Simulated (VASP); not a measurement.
Input:

```
CELL_PARAMETERS angstrom
      0.00000     3.37029     3.37029
      3.37029     0.00000     3.37029
      3.37029     3.37029     0.00000
ATOMIC_POSITIONS crystal
  Rb 0.00000 0.00000 0.00000
  Br 0.50000 0.50000 0.50000
```

These are LDA (Ceperley-Alder, Perdew-Zunger), VASP's LDA PAW potentials (set 64) (plane waves; VASP 6.6.1) values and carry that method's errors. Numerical set-up: 520 eV cut-off, 7×7×7 Γ-centred mesh, Gaussian smearing of 0.050 eV, potentials Rb_sv Br.

Problem. What does the run give for the energy per atom (σ→0), band gap (on the k-mesh) with the smallest direct gap where there is one?

Solution. 
```
Item                                                 Result
-----------------------------------  ----------------------
band gap (on the k-mesh)                            4.08 eV
smallest direct gap (on the k-mesh)                 4.08 eV
energy per atom (σ→0)                -324.0 kJ/mol of atoms
```

Only differences to runs with the same potentials and settings are physical.

The compound is RbBr in the rock salt structure. This cell is one point of a volume scan, at 1.03 of the reference volume.
